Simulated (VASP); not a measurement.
Here is the system:

```
CELL_PARAMETERS angstrom
      0.00000     2.95500     2.95500
      2.95500     0.00000     2.95500
      2.95500     2.95500     0.00000
ATOMIC_POSITIONS crystal
  Al 0.25000 0.25000 0.25000
  Al 0.75000 0.75000 0.75000
  Pt 0.00000 0.00000 0.00000
```

Calculation: PBEsol GGA, VASP's PBE PAW potentials (set 64) (plane waves; VASP). Run with 300 eV cut-off, 10×10×10 Γ-centred mesh, Gaussian smearing of 0.14 eV, potentials Al Pt.

At this cut-off the stress carries a Pulay error, which pulls relaxed volumes low.

Q: Give the stress tensor in GPa (positive for a compressed cell).

A: 
```
-1.17   0.00   0.00
 0.00  -1.17   0.00
 0.00   0.00  -1.17
```
The pressure is its mean diagonal, -1.17 GPa.

The structure is a typed PtAl2 crystal (Fm-3m). The cell was not relaxed at this level.
